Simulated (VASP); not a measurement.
Input:

```xyz
6
Lattice="0.0000 3.0489 3.0489 3.0489 0.0000 3.0489 3.0489 3.0489 0.0000" Properties=species:S:1:pos:R:3 pbc="T T T"
Be     1.5244     1.5244     1.5244
Be     3.8096     3.8096     3.8096
Be     3.8096     2.2882     2.2882
Be     2.2882     3.8096     2.2882
Be     2.2882     2.2882     3.8096
Au     0.0000     0.0000     0.0000
```

All values below come from r2SCAN meta-GGA, VASP's PBE PAW potentials (set 64) (plane waves; VASP 6.6.1). Settings: 400 eV cut-off, 10×10×10 Γ-centred mesh, tetrahedra with Blöchl corrections, potentials Be Au.

### Question
Give the energies of bands 4 to 13 at the high-symmetry points, in eV from the Fermi level.

### Answer

```tsv
band	Γ	X	U	L	W
4	-7.83	-6.96	-7.55	-7.77	-8.29
5	-7.32	-6.88	-7.23	-6.83	-6.87
6	-7.32	-6.68	-6.83	-6.83	-6.68
7	-4.56	-6.68	-6.17	-6.76	-6.03
8	-1.49	-5.20	-5.75	-4.01	-6.00
9	-1.49	-5.20	-4.32	-2.81	-5.23
10	-1.49	-3.73	-3.09	-2.81	-1.40
11	1.59	-1.71	-0.42	0.83	-0.99
12	1.87	4.63	2.83	0.83	2.15
13	1.87	5.50	3.33	1.85	2.70
```

It has no gap at this level: it comes out as a metal or semimetal.

The compound is Be5Au in the sg216 structure. It was relaxed first. The electron count is odd and the run is not spin-polarised, which forces a metal.
